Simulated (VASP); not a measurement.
Crystal: RuSe.

```
CELL_PARAMETERS angstrom
3.18769 0.00000 0.00000
0.00000 3.18769 0.00000
0.00000 0.00000 3.18769
ATOMIC_POSITIONS crystal
Ru 0.00000 0.00000 0.00000
Se 0.50000 0.50000 0.50000
```

The cell comes from a database or a generator and needn't be the stable form of this composition.

Base run:

| Quantity | Value |
| --- | --- |
| Program | VASP 6.6.1 |
| Functional | PBEsol |
| Potentials or basis | VASP PAW PBE potentials, release 64 (Ru_pv, Se) |
| Cutoff | 520 eV |
| k mesh | 6 × 6 × 6 |
| Occupations | gaussian, width 0.05 eV |
| Spin | no spin polarisation |
| Hubbard terms | Ru d U = 7 eV |

Its results: band gap on the k mesh none (metal or under the smearing width); pressure -15.9 GPa.

**Question.** The run is repeated on the same cell with these changes: spin from no spin polarisation to collinear spin, ferromagnetic start; further incar settings from ALGO = Fast; EDIFF = 1e-06 to ALGO = Fast; EDIFF = 1e-06; NBANDS = 21. What comes out?

**Answer.** Band gap on the k mesh none (metal or under the smearing width); pressure -1.0 GPa; net moment 1.86 μB per cell; site moments Ru +1.89; Se -0.03 μB.

Caveats: the PAW data sets were made with another functional, which shifts forces and pressure a little; U without spin polarisation on a metal has little footing (some runs).

Not every run made on this cell is shown here.
